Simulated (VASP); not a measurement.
Given:

```xyz
4
Lattice="1.6188 -2.8039 0.0000 1.6188 2.8039 0.0000 0.0000 0.0000 5.2249" Properties=species:S:1:pos:R:3 pbc="T T T"
Zn     1.6188    -0.9346     2.6199
Zn     1.6188     0.9346     0.0075
O      1.6188    -0.9346     4.6009
O      1.6188     0.9346     1.9884
```

All values below come from PBEsol GGA, VASP's PBE PAW potentials (set 64) (plane waves; VASP). Run with 520 eV cut-off, 11×11×6 Γ-centred mesh, tetrahedra with Blöchl corrections, potentials Zn O.

Predict the energy per atom (σ→0).

* **energy per atom (σ→0)**: -4.853 eV/atom

Total energies compare only between runs with the same potentials, cut-off and functional.

The compound is ZnO in the wurtzite structure. It was relaxed first.
